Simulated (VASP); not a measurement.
Output of a VASP run:

**OSZICAR**
```
...
DAV:   3    -0.937435485026E+02    0.10574E-03   -0.39243E-04  4370   0.104E-01    0.389E-02
DAV:   4    -0.937435498965E+02   -0.13938E-05   -0.69437E-05  4544   0.491E-02    0.349E-02
DAV:   5    -0.937435487332E+02    0.11633E-05   -0.36677E-05  4410   0.355E-02    0.227E-02
DAV:   6    -0.937435519065E+02   -0.31733E-05   -0.62183E-06  3538   0.141E-02    0.316E-03
DAV:   7    -0.937435524391E+02   -0.53264E-06   -0.67247E-07  2101   0.435E-03
   3 F= -.93743552E+02 E0= -.93741430E+02  d E =-.420496E-02
       N       E                     dE             d eps       ncg     rms          rms(c)
DAV:   1    -0.937550584232E+02   -0.11507E-01   -0.19028E+00  3546   0.874E+00    0.116E+00
DAV:   2    -0.937488421336E+02    0.62163E-02   -0.68544E-02  3856   0.161E+00    0.420E-01
DAV:   3    -0.937475132174E+02    0.13289E-02   -0.14133E-02  4413   0.693E-01    0.251E-01
DAV:   4    -0.937465632593E+02    0.94996E-03   -0.63810E-03  4391   0.482E-01    0.111E-01
DAV:   5    -0.937465270523E+02    0.36207E-04   -0.57109E-04  4433   0.128E-01    0.492E-02
DAV:   6    -0.937465172897E+02    0.97626E-05   -0.73877E-05  4402   0.387E-02    0.257E-02
DAV:   7    -0.937465225043E+02   -0.52146E-05   -0.25511E-05  3900   0.166E-02    0.712E-03
DAV:   8    -0.937465230167E+02   -0.51244E-06   -0.37916E-06  3069   0.755E-03
   4 F= -.93746523E+02 E0= -.93744610E+02  d E =-.297058E-02
       N       E                     dE             d eps       ncg     rms          rms(c)
DAV:   1    -0.937468621148E+02   -0.33961E-03   -0.61130E-02  3558   0.157E+00    0.208E-01
DAV:   2    -0.937466591606E+02    0.20295E-03   -0.22090E-03  3884   0.289E-01    0.754E-02
DAV:   3    -0.937466169570E+02    0.42204E-04   -0.44036E-04  4420   0.122E-01    0.438E-02
DAV:   4    -0.937465891999E+02    0.27757E-04   -0.19491E-04  4375   0.836E-02    0.197E-02
DAV:   5    -0.937465894218E+02   -0.22190E-06   -0.18774E-05  4246   0.230E-02    0.895E-03
DAV:   6    -0.937465895179E+02   -0.96101E-07   -0.23191E-06  2805   0.742E-03
   5 F= -.93746590E+02 E0= -.93744745E+02  d E =-.303708E-02
       N       E                     dE             d eps       ncg     rms          rms(c)
DAV:   1    -0.937477265423E+02   -0.11371E-02   -0.84561E-01  3540   0.580E+00    0.443E-01
DAV:   2    -0.937481840671E+02   -0.45752E-03   -0.29266E-02  3882   0.100E+00    0.160E-01
DAV:   3    -0.937478382961E+02    0.34577E-03   -0.19540E-03  4519   0.258E-01    0.872E-02
DAV:   4    -0.937477593406E+02    0.78955E-04   -0.98708E-04  4420   0.184E-01    0.600E-02
DAV:   5    -0.937477187257E+02    0.40615E-04   -0.23013E-04  4540   0.907E-02    0.338E-02
DAV:   6    -0.937477144747E+02    0.42509E-05   -0.15394E-05  4390   0.208E-02    0.121E-02
DAV:   7    -0.937477130152E+02    0.14595E-05   -0.17324E-06  2825   0.639E-03    0.155E-03
DAV:   8    -0.937477129329E+02    0.82317E-07   -0.23656E-07  2102   0.279E-03
   6 F= -.93747713E+02 E0= -.93745949E+02  d E =-.112341E-02
       N       E                     dE             d eps       ncg     rms          rms(c)
DAV:   1    -0.937477207815E+02   -0.77662E-05   -0.60408E-03  3564   0.490E-01    0.374E-02
DAV:   2    -0.937477249566E+02   -0.41751E-05   -0.20889E-04  3918   0.845E-02    0.135E-02
DAV:   3    -0.937477223108E+02    0.26458E-05   -0.14681E-05  4536   0.226E-02    0.776E-03
DAV:   4    -0.937477214892E+02    0.82160E-06   -0.74547E-06  3495   0.161E-02
   7 F= -.93747721E+02 E0= -.93745960E+02  d E =-.113197E-02
```

### OUTCAR
```
------------------------ aborting loop because EDIFF is reached ----------------------------------------
  FORCE on cell =-STRESS in cart. coord.  units (eV):
  Direction    XX          YY          ZZ          XY          YZ          ZX
  --------------------------------------------------------------------------------------
  Total       -0.0456140     -0.0456140      0.1716544      0.0000000      0.0000000      0.0000000
  in kB       -0.6988703     -0.6988703      2.6299846      0.0000001      0.0000000      0.0000000
  external PRESSURE =       0.4107480 kB  Pullay stress =       0.0000000 kB
  volume of cell :      104.57
      direct lattice vectors                 reciprocal lattice vectors
     6.497637528 -0.000000064 -0.000000000     0.153902092  0.088855431 -0.000000000
    -3.248819373  5.627119152  0.000000000     0.000000002  0.177710828 -0.000000000
    -0.000000000  0.000000000  2.860031134    -0.000000000 -0.000000000  0.349646543
 POSITION                                       TOTAL-FORCE (eV/Angst)
 -----------------------------------------------------------------------------------
     -1.69993      5.62712      0.00000        -0.012139      0.000000      0.000000
      5.72319      1.34138      0.00000         0.006069     -0.010513     -0.000000
      2.47437      4.28574      0.00000         0.006069      0.010513      0.000000
      3.75616     -0.00000      1.43002        -0.011254      0.000000     -0.000000
      4.61956      3.25293      1.43002         0.005627     -0.009746     -0.000000
      1.37074      2.37419      1.43002         0.005627      0.009746      0.000000
     -0.00000      0.00000      1.43002         0.000000      0.000000     -0.000000
     -0.00000      3.75141      0.00000         0.000000      0.000000      0.000000
      3.24882      1.87570      0.00000         0.000000      0.000000     -0.000000
 -----------------------------------------------------------------------------------
    total drift:                               -0.000001     -0.000000      0.000000
  FREE ENERGIE OF THE ION-ELECTRON SYSTEM (eV)
  ---------------------------------------------------
  free  energy   TOTEN  =       -93.7477214892 eV

  energy  without entropy=      -93.7424377169  energy(sigma->0) =      -93.74596023

 reached required accuracy - stopping structural energy minimisation
```
(Selected blocks of OUTCAR.)

File POSCAR:
```
Mo2N
1
    6.4662683131    -0.0000000605    -0.0000000000
   -3.2331347597     5.5999526130     0.0000000000
   -0.0000000000     0.0000000000     2.8754946843
Mo N
6 3
Direct
  0.2405137606   1.0000000000   0.0000000000
  1.0000000000   0.2405137606   0.0000000000
  0.7594862394   0.7594862394   0.0000000000
  0.5805081792   0.0000000001   0.5000000000
  0.0000000000   0.5805081791   0.5000000000
  0.4194918208   0.4194918208   0.5000000000
  0.0000000000   0.0000000000   0.5000000000
  0.3333330000   0.6666670000   0.0000000000
  0.6666670000   0.3333330000   0.0000000000
```

**Question.** Write an INCAR and KPOINTS that could have produced this output.

**Answer.** One answer among several that fit: the input of the run itself, PBEsol GGA, plane waves, VASP's PBE PAW potentials (set 64).

**KPOINTS**
```
Automatic mesh
0
Gamma
5 5 10
0 0 0
```

**INCAR**
```
ALGO=Normal
EDIFF=1E-6
EDIFFG=-0.02
ENCUT=520
GGA=PS
IBRION=2
ISIF=3
ISMEAR=1
LASPH=.True.
LCHARG=.False.
LMAXMIX=4
LREAL=.False.
LWAVE=.False.
NELM=100
NSW=60
PREC=Accurate
SIGMA=0.1
SYSTEM=Mo2N
```

POTCAR, in this order: Mo_sv N (PBE.64 set). Program: vasp_std.

The structure was generated: Mo2N was put into the Fe2P type (P-62m), which need not be its known phase. This run relaxes it. Symmetry was kept, so distortions that lower it aren't found. The start is the result of an earlier pass. The electron count is odd and the run is not spin-polarised, which forces a metal.
